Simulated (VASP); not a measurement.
VASP input:

INCAR:
```
! general
SYSTEM =Al2CdS4
PREC   =Accurate
ENCUT  =400
LREAL  =.FALSE.
LASPH  =.TRUE.

! electronic loop
EDIFF  =1E-6
NELM   =100
ALGO   =Normal
LMAXMIX=4
LMIXTAU=.TRUE.

! smearing
ISMEAR =0
SIGMA  =0.05

! functional
METAGGA=R2SCAN

! ions
IBRION =2
NSW    =60
ISIF   =3
EDIFFG =-0.02

! output
LWAVE  =.FALSE.
LCHARG =.FALSE.
```

POSCAR:
```
Al2CdS4
1
   -2.7894820543     2.7894820099     5.0876125478
    2.7894820543    -2.7894820099     5.0876125478
    2.7894820099     2.7894820543    -5.0876125478
Al Cd S
2 1 4
Direct
  0.5000000000   0.5000000000   0.0000000000
  0.2500000000   0.7500000000   0.5000000000
  0.0000000000   0.0000000000   0.0000000000
  0.3993050488   0.8549719843   0.9852045809
  0.8697674034   0.4141004678   0.0147954191
  0.1450280157   0.1302325966   0.5443330645
  0.5858995322   0.6006949512   0.4556669355
```

**KPOINTS**
```
Automatic mesh
0
Gamma
5 5 5
0 0 0
```

POTCAR, in this order: Al Cd S (PBE.64 set). Program: vasp_std.

Translate this r2SCAN calculation to Ansatz.

One equivalent input (not run):
Ansatz 0.2 input:
```yaml
crystal:
  lattice:
    - [-2.7894821, 2.7894820, 5.0876125]
    - [2.7894821, -2.7894820, 5.0876125]
    - [2.7894820, 2.7894821, -5.0876125]
  atoms:
    - { symbol: Al, position: [0.5000000, 0.5000000, 0.0000000] }
    - { symbol: Al, position: [0.2500000, 0.7500000, 0.5000000] }
    - { symbol: Cd, position: [0.0000000, 0.0000000, 0.0000000] }
    - { symbol: S, position: [0.3993050, 0.8549720, 0.9852046] }
    - { symbol: S, position: [0.8697674, 0.4141005, 0.0147954] }
    - { symbol: S, position: [0.1450280, 0.1302326, 0.5443331] }
    - { symbol: S, position: [0.5858995, 0.6006950, 0.4556669] }
kpoints:
  mp_grid: { grid: [5, 5, 5] }
hamiltonian:
  xc: r2scan
  pseudopotentials: { kind: paw }
scf:
  occupations: { method: gaussian, width: 0.05 }
  max_iter: 100
relax:
  max_steps: 60
  f_tol: 0.02
  cell: {}
output: { forces: true, stress: true, eigenvalues: true }
```
The two are equivalent in intent, not identical: each code has its own PAW files, so the cut-off isn't converted (ENCUT is set for VASP's; basis.ecutwfc is left out, and Ansatz then takes the one that its files recommend); Ansatz stops its SCF on the density residual and VASP on the energy change (EDIFF).

The compound is Al2CdS4 in the sg82 structure. This run relaxes it. Symmetry was kept, so distortions that lower it aren't found. The start is the result of an earlier pass.
